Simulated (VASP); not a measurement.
# ZnCd2SeS2 (P1) in VASP: relaxation of cell and atoms with PBE

Aim: the relaxation of cell and atoms of ZnCd2SeS2 with PBE.

Everything below comes from runs of VASP 6.6.1. Logs are shortened: lines on timing, memory, paths and dates and some standing lists are left out, and cuts for length are marked.

## (1) The structure

The typed cell holds 12 atoms: a = 7.236 Å, b = 7.073 Å, c = 14.237 Å, α = 145.29°, β = 61.26°, γ = 131.50°.

The cell was built by a generator and needn't be a form met in nature.

## (2) Relaxation of cell and atoms, PBE

The input, INCAR:

```
SYSTEM = ZnCd2SeS2
PREC     = Normal         ! precision mode
ENCUT    = 520            ! plane-wave cutoff, eV
EDIFF    = 1E-5           ! SCF threshold, eV
ISMEAR   = 0              ! smearing method
SIGMA    = 0.05           ! smearing width, eV
LREAL    = Auto         
LASPH    = .True.         ! aspherical terms in the spheres
NELM     = 80             ! most SCF steps
ALGO     = Fast           ! electronic algorithm
ISIF     = 3              ! what is computed and relaxed
LWAVE    = .False.        ! write WAVECAR
LCHARG   = .False.        ! write CHGCAR
GGA      = PE             ! functional
IBRION   = 2              ! ionic algorithm
NSW      = 110            ! ionic steps
EDIFFG   = -0.03          ! ionic threshold
ISYM     = 0            
KPAR     = 8
```

The input, KPOINTS:

```
Automatic mesh
0
Gamma
  5 5 5
  0 0 0
```

The input, POSCAR:

```
ZnCd2SeS2
1.0
   -2.1384807900      6.2094079100      3.0381304000
    2.0775613100     -6.1353785400      2.8400869600
    4.3116893300     12.2823815100     -5.7657147200
Zn Cd Se S
2 4 2 4
Direct
    0.9642797700      0.9271014100      0.9752953700
    0.9394284000      0.9743160100      0.5109608400
    0.3487795100      0.0111279500      0.1699736700
    0.3299497400      0.0594613500      0.6931179700
    0.7012992100      0.0377869000      0.3380837500
    0.6534071800      0.9213760500      0.8164885200
    0.2486582900      0.6995381800      0.2233497600
    0.2356865000      0.7051117500      0.7368787400
    0.6252775500      0.7933408800      0.4421021100
    0.5793220600      0.7404638200      0.9275477900
    0.9228345600      0.7357810400      0.0596454500
    0.9706459000      0.7832579600      0.5718624700
```

Potentials or basis: VASP PAW PBE potentials, release 64 (Zn, Cd, Se, S).

The run is started by

```sh
$ cat potpaw_PBE.64/Zn/POTCAR potpaw_PBE.64/Cd/POTCAR potpaw_PBE.64/Se/POTCAR potpaw_PBE.64/S/POTCAR > POTCAR
$ mpirun -np 8 vasp_std > vasp.out
```

OUTCAR:

```text
SYSTEM = ZnCd2SeS2
   PREC = Normal
   ENCUT = 520
   EDIFF = 1E-5
   ISMEAR = 0
   LREAL = Auto
   LASPH = .True.
   NELM = 80
   ISIF = 3
   GGA = PE
   IBRION = 2
   NSW = 110
   EDIFFG = -0.03
   ISYM = 0

 ion  position               nearest neighbor table
   1  0.964  0.927  0.975-  11 2.27  10 2.33   8 2.60   7 2.63
   2  0.939  0.974  0.511-   9 2.00  12 2.27   8 2.50
   3  0.349  0.011  0.170-   7 2.46  10 2.49   9 2.68  11 2.73
   4  0.330  0.059  0.693-  10 2.33  12 2.37   8 2.65   9 2.79   6 3.63
   5  0.701  0.038  0.338-  12 2.54  11 2.71   7 2.73   9 2.77
   6  0.653  0.921  0.816-  10 2.45   8 2.66  11 2.79  12 2.84   4 3.63
   7  0.249  0.700  0.223-   3 2.46   1 2.63   5 2.73
   8  0.236  0.705  0.737-   2 2.50   1 2.60   4 2.65   6 2.66
   9  0.625  0.793  0.442-   2 2.00   3 2.68   5 2.77   4 2.79
  10  0.579  0.740  0.928-   1 2.33   4 2.33   6 2.45   3 2.49
  11  0.923  0.736  0.060-   1 2.27   5 2.71   3 2.73   6 2.79
  12  0.971  0.783  0.572-   2 2.27   4 2.37   5 2.54   6 2.84

IMPORTANT INFORMATION: All symmetrisations will be switched off!
NOSYMM: (Re-)initialisation of all symmetry stuff for point group C_1.

----------------------------------------------------------------------------------------

                                     Primitive cell

  volume of cell :     307.2616

  direct lattice vectors                    reciprocal lattice vectors
    -2.138480790  6.209407910  3.038130400     0.001600626  0.078838997  0.169143304
     2.077561310 -6.135378540  2.840086960     0.237963823 -0.002504720  0.172617308
     4.311689330 12.282381510 -5.765714720     0.118060100  0.040308885  0.000715883

  length of vectors
     7.236026742  7.072851247 14.236959882     0.186621561  0.293989438  0.124753782

  position of ions in fractional coordinates (direct lattice)
     0.964279770  0.927101410  0.975295370
     0.939428400  0.974316010  0.510960840
     0.348779510  0.011127950  0.169973670
     0.329949740  0.059461350  0.693117970
     0.701299210  0.037786900  0.338083750
     0.653407180  0.921376050  0.816488520
     0.248658290  0.699538180  0.223349760
     0.235686500  0.705111750  0.736878740
     0.625277550  0.793340880  0.442102110
     0.579322060  0.740463820  0.927547790
     0.922834560  0.735781040  0.059645450
     0.970645900  0.783257960  0.571862470

  ion indices of the primitive-cell ions
   primitive index   ion index
                 1           1
                 2           2
                 3           3
                 4           4
                 5           5
                 6           6
                 7           7
                 8           8
                 9           9
                10          10
                11          11
                12          12

----------------------------------------------------------------------------------------

 KPOINTS: Automatic mesh

Automatic generation of k-mesh.
 Grid dimensions read from file:
 generate k-points for:    5    5    5

 Generating k-lattice:

  Cartesian coordinates                     Fractional coordinates (reciprocal lattice)
     0.000320125  0.015767799  0.033828661     0.200000000  0.000000000  0.000000000
     0.047592765 -0.000500944  0.034523462     0.000000000  0.200000000  0.000000000
     0.023612020  0.008061777  0.000143177    -0.000000000 -0.000000000  0.200000000

  Length of vectors
     0.037324312  0.058797888  0.024950756

  Shift w.r.t. Gamma in fractional coordinates (k-lattice)
     0.000000000  0.000000000  0.000000000

 Subroutine IBZKPT returns following result:
 ===========================================

 Found     63 irreducible k-points:

 Following reciprocal coordinates:
            Coordinates               Weight
  0.000000  0.000000  0.000000      1.000000
  0.200000 -0.000000  0.000000      2.000000
  0.400000  0.000000 -0.000000      2.000000
  0.000000  0.200000 -0.000000      2.000000
  0.200000  0.200000 -0.000000      2.000000
  0.400000  0.200000  0.000000      2.000000
[... 16 lines left out ...]
 -0.200000  0.200000  0.200000      2.000000
 -0.000000  0.400000  0.200000      2.000000
 [... further k-points ...]
   k-points           NKPTS =     63   k-points in BZ     NKDIM =     63   number of bands    NBANDS=     64
   number of dos      NEDOS =    301   number of ions     NIONS =     12
   total plane-waves  NPLWV = 128000
   dimension x,y,z NGX =    40 NGY =   40 NGZ =   80
   dimension x,y,z NGXF=    80 NGYF=   80 NGZF=  160
   ions per type =               2   4   2   4
   NGX,Y,Z   is equivalent  to a cutoff of   9.19,  9.40,  9.34 a.u.
   NGXF,Y,Z  is equivalent  to a cutoff of  18.38, 18.80, 18.68 a.u.
 SYSTEM =  ZnCd2SeS2
   PREC   = normal    normal or accurate (medium, high low for compatibility)
   ISTART =      0    job   : 0-new  1-cont  2-samecut
   ICHARG =      2    charge: 1-file 2-atom 10-const
   ISPIN  =      1    spin polarized calculation?
   LNONCOLLINEAR =      F non collinear calculations
   LSORBIT =      F    spin-orbit coupling
   LASPH  =      T    aspherical Exc in radial PAW
   ENCUT  =  520.0 eV  38.22 Ry    6.18 a.u.  13.45 13.15 26.47*2*pi/ulx,y,z
   NELM   =     80;   NELMIN=  2; NELMDL= -5     # of ELM steps
   EDIFF  = 0.1E-04   stopping-criterion for ELM
   LREAL  =      T    real-space projection
   EDIFFG = -.3E-01   stopping-criterion for IOM
   NSW    =    110    number of steps for IOM
   IBRION =      2    ionic relax: 0-MD 1-quasi-New 2-CG
   NFREE  =      1    steps in history (QN), initial steepest desc. (CG)
   ISIF   =      3    stress and relaxation
   ISYM   =      0    0-nonsym 1-usesym 2-fastsym
   POTIM  = 0.5000    time-step for ionic-motion
   TEBEG  =    0.0;   TEEND  =   0.0 temperature during run
   PSTRESS=    0.0 pullay stress
   NELECT =     108.0000    total number of electrons
   NUPDOWN=      -1.0000    fix difference up-down
   EMIN   =  10.00;   EMAX   =-10.00  energy-range for DOS
   EFERMI =   0.00;   METHOD = LEGACY
   ISMEAR =     0;   SIGMA  =   0.05  broadening in eV -4-tet -1-fermi 0-gaus
   EFERMI_NEDOS =   21; number of points for ismear=-14 and -15
   IALGO  =     68    algorithm
   IMIX   =      4    mixing-type and parameters
     AMIX     =   0.40;   BMIX     =  1.00
     AMIX_MAG =   1.60;   BMIX_MAG =  1.00
  volume/ion in A,a.u.               =      25.61       172.79
  Fermi-wavevector in a.u.,A,eV,Ry     =   1.155349  2.183294 18.161492  1.334832
  Thomas-Fermi vector in A             =   2.291979
   LORBIT       =      0    0 simple, 1 ext, 2 COOP (PROOUT), +10 PAW based schemes
   GGA     = PE    functional components
   LHFCALC =     F    Hartree Fock is set to
   AEXX    =    0.0000 exact exchange contribution
   IVDW    =     0    specifies the selected vdW correction
   LEPSILON=     F    determine dielectric tensor
   LRPA    =     F    only Hartree local field effects (RPA)
 conjugate gradient relaxation of ions
 non-spin polarized calculation
 RMM-DIIS sequential band-by-band and
 Gauss-broadening in eV      SIGMA  =   0.05
  energy-cutoff  :      520.00
  volume of cell :      307.26
 maximum number of plane-waves:      8303
   NGX = 27   NGY = 27   NGZ = 53

--------------------------------------- Ionic step        1  -------------------------------------------

 number of electron     108.0000059 magnetization

 Free energy of the ion-electron system (eV)
  ---------------------------------------------------
  ext. energy  EPLUGINS =         0.00000000
  ---------------------------------------------------
  free energy    TOTEN  =       -34.86650775 eV

  energy without entropy =      -34.86650775  energy(sigma->0) =      -34.86650775

------------------------ aborting loop because EDIFF is reached ----------------------------------------

  FORCE on cell =-STRESS in cart. coord.  units (eV):
  Direction    XX          YY          ZZ          XY          YZ          ZX
  --------------------------------------------------------------------------------------
  -------------------------------------------------------------------------------------
  Total       -1.1415383      9.5306451      3.1622194      0.3713329      1.0566687      2.7113148
  in kB       -5.9524089     49.6963572     16.4889975      1.9362691      5.5098667     14.1378121
  external PRESSURE =      20.0776486 kB  Pullay stress =       0.0000000 kB
[... 119 lines left out ...]
  FREE ENERGIE OF THE ION-ELECTRON SYSTEM (eV)
  ---------------------------------------------------
  free  energy   TOTEN  =       -35.9486917495 eV

  energy  without entropy=      -35.9486917495  energy(sigma->0) =      -35.94869175

[... ionic steps 4 to 24 ...]

--------------------------------------- Ionic step       25  -------------------------------------------

 number of electron     107.9999986 magnetization

------------------------ aborting loop because EDIFF is reached ----------------------------------------

  FORCE on cell =-STRESS in cart. coord.  units (eV):
  Direction    XX          YY          ZZ          XY          YZ          ZX
  --------------------------------------------------------------------------------------
  -------------------------------------------------------------------------------------
  Total        0.0925120      0.1882518      0.0060541     -0.0037984     -0.0195671      0.0778143
  in kB        0.4902597      0.9976248      0.0320831     -0.0201293     -0.1036943      0.4123705
  external PRESSURE =       0.5066559 kB  Pullay stress =       0.0000000 kB
[... 77 lines left out ...]
  energy  without entropy=      -36.7811064113  energy(sigma->0) =      -36.78110641

--------------------------------------- Ionic step       27  -------------------------------------------

 number of electron     107.9999984 magnetization

 Free energy of the ion-electron system (eV)
  ---------------------------------------------------
  ext. energy  EPLUGINS =         0.00000000
  ---------------------------------------------------
  free energy    TOTEN  =       -36.78147918 eV

  energy without entropy =      -36.78147918  energy(sigma->0) =      -36.78147918

 E-fermi :   1.2860     XC(G=0):  -9.0004

 val. band max:        1.0599964247   @ k =   0.0000   0.0000   0.0000
 cond. band min:       2.0717071366   @ k =   0.0000   0.0000   0.0000
 fundamental gap:      1.0117107119
 Fermi energy:         1.2859733787

 k-point     1 :       0.0000    0.0000    0.0000
  band No.  band energies     occupation
      1     -11.3766      2.00000
      2     -10.8755      2.00000
      3     -10.7904      2.00000
      4     -10.7465      2.00000
      5     -10.7132      2.00000
      6     -10.7002      2.00000
[... 1597 lines left out ...]
     63       6.4507      0.00000
     64       6.6826      0.00000

 [... further k-points ...]

------------------------ aborting loop because EDIFF is reached ----------------------------------------

  FORCE on cell =-STRESS in cart. coord.  units (eV):
  Direction    XX          YY          ZZ          XY          YZ          ZX
  --------------------------------------------------------------------------------------
  -------------------------------------------------------------------------------------
  Total       -0.1819090     -0.2645330     -0.2457564      0.0093300     -0.0404179     -0.0255667
  in kB       -0.9618500     -1.3987274     -1.2994456      0.0493327     -0.2137109     -0.1351846
  external PRESSURE =      -1.2200076 kB  Pullay stress =       0.0000000 kB
[... 27 lines left out ...]
  FREE ENERGIE OF THE ION-ELECTRON SYSTEM (eV)
  ---------------------------------------------------
  free  energy   TOTEN  =       -36.7814791834 eV

  energy  without entropy=      -36.7814791834  energy(sigma->0) =      -36.78147918

 reached required accuracy - stopping structural energy minimisation
```

It took 26 min on 8 MPI ranks of AMD EPYC 9R45 (Zen 5), shared host; peak memory 0.9 GiB.

What came out:

```yaml
Free_energy: -36.7815 eV
Relaxed_volume: 25.25 Å³/atom
Relaxed_cell: a = 7.166 Å, b = 7.161 Å, c = 14.324 Å, α = 146.35°, β = 60.47°, γ = 131.34°
Space_group_after_relaxing_to_0.05_Å: Imm2 (No. 44)
Energy_gained_by_relaxing: 159.6 meV/atom
Ionic_steps: 27
Pressure_after_relaxing: -0.1 GPa
Largest_force_after_relaxing: 0.016 eV/Å
Band_gap_on_the_k_mesh: 1.01 eV, direct
```

Forces on the atoms (eV/Å):
```
Zn   0.007 -0.008 -0.001
Zn  -0.003 -0.014 -0.003
Cd   0.008 -0.003 -0.012
Cd   0.004  0.004 -0.010
Cd   0.010  0.003  0.005
Cd   0.001  0.009 -0.008
Se  -0.006  0.011  0.009
Se  -0.007  0.004  0.011
S   -0.002 -0.003 -0.007
S   -0.006  0.002 -0.003
S   -0.003 -0.005  0.009
S   -0.003 -0.001  0.010
```

Step by step:
| step | energy change (eV) | largest force (eV/Å) | pressure (GPa) | volume (Å³) |
| --- | --- | --- | --- | --- |
| 1 | 0.0000 | 4.4597 | 2.01 | 307.26 |
| 2 | -1.0812 | 1.0562 | -2.35 | 321.56 |
| 3 | -1.0822 | 1.0739 | -2.24 | 320.53 |
| 4 | -1.5254 | 0.8714 | -0.52 | 306.52 |
| 5 | -1.6211 | 0.8273 | 1.35 | 295.86 |
| 6 | -1.7911 | 0.4472 | 0.56 | 299.36 |
| 7 | -1.8139 | 0.4491 | 0.22 | 301.14 |
| 8 | -1.8614 | 0.2536 | -0.21 | 303.15 |
| 9 | -1.8669 | 0.2116 | -0.28 | 304.01 |
| 10 | -1.8830 | 0.1385 | 0.07 | 301.89 |
| 11 | -1.8845 | 0.1372 | 0.18 | 301.24 |
| 12 | -1.8847 | 0.1353 | 0.21 | 300.98 |
| 13 | -1.8919 | 0.1079 | 0.06 | 302.16 |
| 14 | -1.8957 | 0.1708 | -0.21 | 303.90 |
| 15 | -1.9022 | 0.1234 | -0.17 | 303.04 |
| 16 | -1.9044 | 0.0987 | 0.00 | 302.48 |
| 17 | -1.9038 | 0.1085 | 0.15 | 301.34 |
| 18 | -1.9050 | 0.1002 | 0.10 | 302.07 |
| 19 | -1.9101 | 0.0551 | -0.01 | 302.35 |
| 20 | -1.9116 | 0.0676 | -0.03 | 302.51 |
| 21 | -1.9117 | 0.1106 | -0.04 | 302.82 |
| 22 | -1.9121 | 0.0775 | -0.03 | 302.64 |
| 23 | -1.9121 | 0.0968 | -0.04 | 302.72 |
| 24 | -1.9121 | 0.0837 | -0.04 | 302.68 |
| 25 | -1.9144 | 0.0385 | 0.05 | 302.33 |
| 26 | -1.9146 | 0.0431 | 0.06 | 302.25 |
| 27 | -1.9150 | 0.0158 | -0.12 | 303.01 |

Final structure:
```cif
data_structure
_symmetry_space_group_name_H-M 'P 1'
_symmetry_Int_Tables_number 1
_cell_length_a 7.1665
_cell_length_b 7.1610
_cell_length_c 14.3243
_cell_angle_alpha 146.346
_cell_angle_beta 60.468
_cell_angle_gamma 131.336
_cell_volume 303.01
loop_
_atom_site_label
_atom_site_type_symbol
_atom_site_fract_x
_atom_site_fract_y
_atom_site_fract_z
_atom_site_occupancy
Zn1 Zn 0.98594 0.97392 0.99699 1
Zn2 Zn 0.98659 0.97565 0.49778 1
Cd1 Cd 0.34231 0.00136 0.16397 1
Cd2 Cd 0.34154 0.00078 0.66356 1
Cd3 Cd 0.67551 0.99425 0.32957 1
Cd4 Cd 0.67670 0.99653 0.83018 1
Se1 Se 0.22274 0.71228 0.24694 1
Se2 Se 0.22370 0.71344 0.74717 1
S1 S 0.60766 0.75736 0.41850 1
S2 S 0.60721 0.75696 0.91829 1
S3 S 0.92524 0.75370 0.07637 1
S4 S 0.92443 0.75245 0.57599 1
```
